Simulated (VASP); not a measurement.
Calculation: PBE GGA, VASP's PBE PAW potentials (set 64) (plane waves; VASP).

VASP ran on this input.

File KPOINTS:
```
Regular mesh
0
G
11 11 11
0 0 0
```

### INCAR
```
NELM=100   ! most electronic steps
GGA=PE   ! PBE
ISMEAR=0   ! Gaussian
ISIF=2   ! forces and stress, cell fixed
SYSTEM=LiF
EDIFF=1E-7   ! SCF stop (eV)
LREAL=.FALSE.   ! projection in real space or not
ALGO=Normal   ! blocked Davidson
LWAVE=.FALSE.
SIGMA=0.05   ! width (eV)
ENCUT=520
LASPH=.TRUE.   ! aspherical one-centre terms
PREC=Accurate
LCHARG=.FALSE.
```

**POSCAR**
```
LiF
1
    0.0000000000     2.0675128798     2.0675128798
    2.0675128798     0.0000000000     2.0675128798
    2.0675128798     2.0675128798     0.0000000000
Li F
1 1
Direct
  0.0000000000   0.0000000000   0.0000000000
  0.5000000000   0.5000000000   0.5000000000
```

POTCAR, in this order: Li_sv F (PBE.64 set). Program: vasp_std.

The resulting files:

**OSZICAR**
```
       N       E                     dE             d eps       ncg     rms          rms(c)
DAV:   1     0.306994732160E+02    0.30699E+02   -0.57379E+03  1088   0.113E+03
DAV:   2    -0.907816086080E+01   -0.39778E+02   -0.38721E+02  1123   0.201E+02
DAV:   3    -0.101348065911E+02   -0.10566E+01   -0.10549E+01  1337   0.313E+01
DAV:   4    -0.101490860512E+02   -0.14279E-01   -0.14275E-01  1306   0.339E+00
DAV:   5    -0.101491293703E+02   -0.43319E-04   -0.43319E-04  1295   0.163E-01    0.456E+00
DAV:   6    -0.962143735737E+01    0.52769E+00   -0.29779E+00  1037   0.131E+01    0.147E+00
DAV:   7    -0.962542829635E+01   -0.39909E-02   -0.18210E-02  1262   0.155E+00    0.874E-01
DAV:   8    -0.963269085594E+01   -0.72626E-02   -0.18084E-02  1424   0.174E+00    0.107E-01
DAV:   9    -0.963278957582E+01   -0.98720E-04   -0.87274E-04  1095   0.321E-01    0.444E-02
DAV:  10    -0.963286668609E+01   -0.77110E-04   -0.19147E-04  1172   0.127E-01    0.492E-03
DAV:  11    -0.963286984951E+01   -0.31634E-05   -0.21013E-06  1426   0.175E-02    0.237E-03
DAV:  12    -0.963286946813E+01    0.38138E-06   -0.43750E-07  1088   0.789E-03    0.880E-04
DAV:  13    -0.963286950763E+01   -0.39507E-07   -0.56187E-08   705   0.222E-03
   1 F= -.96328695E+01 E0= -.96328695E+01  d E =-.363311E-23
```

### OUTCAR
```
------------------------ aborting loop because EDIFF is reached ----------------------------------------
  FORCE on cell =-STRESS in cart. coord.  units (eV):
  Direction    XX          YY          ZZ          XY          YZ          ZX
  --------------------------------------------------------------------------------------
  Total       -0.3760239     -0.3760239     -0.3760239      0.0000000      0.0000000     -0.0000000
  in kB      -34.0840626    -34.0840626    -34.0840626      0.0000000      0.0000000     -0.0000000
  external PRESSURE =     -34.0840626 kB  Pullay stress =       0.0000000 kB
  volume of cell :       17.68
      direct lattice vectors                 reciprocal lattice vectors
     0.000000000  2.067512880  2.067512880    -0.241836462  0.241836462  0.241836462
     2.067512880  0.000000000  2.067512880     0.241836462 -0.241836462  0.241836462
     2.067512880  2.067512880  0.000000000     0.241836462  0.241836462 -0.241836462
  FREE ENERGIE OF THE ION-ELECTRON SYSTEM (eV)
  ---------------------------------------------------
  free  energy   TOTEN  =        -9.6328695076 eV

  energy  without entropy=       -9.6328695076  energy(sigma->0) =       -9.63286951
```
(Selected blocks of OUTCAR.)

File OUTCAR:
```
 val. band max:       -1.4695882264   @ k =   0.0000   0.0000   0.0000

 cond. band min:       6.9521600180   @ k =   0.0000   0.0000   0.0000


 Fermi energy:        -1.1317732068

 k-point     1 :       0.0000    0.0000    0.0000
  band No.  band energies     occupation
      1     -42.5832      2.00000
      2     -21.2393      2.00000
      3      -1.4696      2.00000
      4      -1.4696      2.00000
      5      -1.4696      2.00000
      6       6.9522      0.00000
      7      21.4715      0.00000
      8      21.4716      0.00000
      9      21.4716      0.00000

 k-point     2 :       0.0909    0.0000    0.0000
  band No.  band energies     occupation
      1     -42.5796      2.00000
      2     -21.2101      2.00000
      3      -1.6908      2.00000
      4      -1.4865      2.00000
      5      -1.4865      2.00000
      6       7.1966      0.00000
      7      19.3067      0.00000
      8      20.4919      0.00000
      9      20.4919      0.00000

 k-point     3 :       0.1818    0.0000    0.0000
  band No.  band energies     occupation
      1     -42.5707      2.00000
      2     -21.1332      2.00000
      3      -2.2373      2.00000
      4      -1.5312      2.00000
      5      -1.5312      2.00000
      6       7.7836      0.00000
      7      17.0371      0.00000
      8      19.2126      0.00000
      9      19.2126      0.00000

 k-point     4 :       0.2727    0.0000    0.0000
  band No.  band energies     occupation
      1     -42.5591      2.00000
      2     -21.0292      2.00000
      3      -2.8787      2.00000
      4      -1.5881      2.00000
      5      -1.5881      2.00000
      6       8.3984      0.00000
      7      15.4546      0.00000
      8      18.0876      0.00000
      9      18.0877      0.00000

 k-point     5 :       0.3636    0.0000    0.0000
  band No.  band energies     occupation
      1     -42.5484      2.00000
      2     -20.9303      2.00000
      3      -3.4164      2.00000
...
```

The compound is LiF in the rock salt structure. This cell is one point of a volume scan, at 1.06 of the reference volume.
